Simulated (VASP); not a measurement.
```
As
1.0
   -2.64712     2.64712     1.38705
    2.64712    -2.64712     1.38705
    2.64712     2.64712    -1.38705
As
2
Direct
  0.75000   0.25000   0.50000
  0.00000   0.00000   0.00000
```

Calculation: PBEsol GGA, VASP's PBE PAW potentials (set 64) (plane waves; VASP 6.6.1). Settings: 400 eV cut-off, Gaussian smearing of 0.050 eV, potentials As.

Problem. Estimate the band gap (along the path) with the smallest direct gap where there is one.

Solution. 
```
Property                                                      Value
-------------------------  ----------------------------------------
band gap (along the path)  none (metal, semimetal or under 0.01 eV)
```

Only differences to runs with the same potentials and settings are physical.

The structure was generated: As was put into the beta-Sn type (I4_1/amd), which need not be its known phase. It was relaxed first.
